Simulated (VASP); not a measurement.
Here is the system:

```
KCl
1.0
    0.00000     3.14500     3.14500
    3.14500     0.00000     3.14500
    3.14500     3.14500     0.00000
K Cl
1 1
Direct
  0.00000   0.00000   0.00000
  0.50000   0.50000   0.50000
```

These are r2SCAN meta-GGA, VASP's PBE PAW potentials (set 64) (plane waves; VASP) values and carry that method's errors. Run with PREC = Normal, EDIFF = 1E-5, 400 eV cut-off, 8×8×8 Γ-centred mesh, Gaussian smearing of 0.050 eV, potentials K_sv Cl.

Task: Estimate the energy per atom (σ→0), band gap (on the k-mesh) with the smallest direct gap where there is one.

Result: 
band gap (on the k-mesh): 5.83 eV
smallest direct gap (on the k-mesh): 5.83 eV
energy per atom (σ→0): -8.251 eV/atom

The absolute energy has meaning only against runs of the same code, potentials and settings.

The compound is KCl in the rock salt structure. The cell was not relaxed at this level.
